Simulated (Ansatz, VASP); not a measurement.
KCaF3 in VASP and in Ansatz

Contents of INCAR:

```
PREC = Accurate ; ENCUT = 520
EDIFF = 1E-6 ; ISMEAR = 0
SIGMA = 0.05 ; LREAL = F
LASPH = T ; NELM = 100
ALGO = Fast ; ISIF = 2
LWAVE = F ; LCHARG = F
GGA = CA ; NBANDS = 28
```

File KPOINTS:

```
regular mesh
0
Gamma
  6 6 6
```

File POSCAR:

```
KCaF3
1.0
    4.6161777800      0.0000000000      0.0000000000
    0.0000000000      4.6161777800      0.0000000000
    0.0000000000      0.0000000000      4.4145001100
K Ca F
1 1 3
Direct
    0.5000000000      0.5000000000      0.5000000000
    0.0000000000      0.0000000000      0.0000000000
    0.0000000000      0.5000000000      0.0000000000
    0.0000000000      0.0000000000      0.5000000000
    0.5000000000      0.0000000000      0.0000000000
```

Input for Ansatz:

```yaml
crystal:
  lattice:
    - [4.61617778, 0.0, 0.0]
    - [0.0, 4.61617778, 0.0]
    - [0.0, 0.0, 4.41450011]
  atoms:
    - { symbol: K, position: [0.5, 0.5, 0.5] }
    - { symbol: Ca, position: [0.0, 0.0, 0.0] }
    - { symbol: F, position: [0.0, 0.5, 0.0] }
    - { symbol: F, position: [0.0, 0.0, 0.5] }
    - { symbol: F, position: [0.5, 0.0, 0.0] }
basis:
  ecutwfc: 420
kpoints:
  mp_grid: { grid: [6, 6, 6] }
hamiltonian:
  xc: lda
scf:
  occupations: { method: gaussian, width: 0.05 }
output:
  forces: true
  stress: true
  eigenvalues: true
```

Change from the starting cell: strain +0.030 along x and y, -0.015 along z, atoms carried along.

Alike in both runs: task single point; functional LDA; k mesh 6 × 6 × 6; occupations gaussian, width 0.05 eV; no spin polarisation.

```csv
,VASP,Ansatz
version,VASP 6.6.1,Ansatz 0.2.0
potentials or method,"VASP PAW LDA potentials, release 64 (K_sv, Ca_sv, F)","scalar-relativistic, plane waves, PAW"
plane-wave cutoff (eV),520,420
valence electrons in the cell,40,40
```

|  | VASP | Ansatz | Ansatz less VASP |
| --- | --- | --- | --- |
| gap on the k mesh at the Fermi level (eV) | 5.61 | 5.60 | -0.007 |
| least direct gap on the mesh (eV) | 5.80 | 5.80 | -0.002 |
| pressure (GPa) | -6.4 | -6.6 | -0.14 |
| largest component of the traceless stress (GPa) | 2.12 | 2.02 | -0.099 |

A k mesh can miss the band edges.
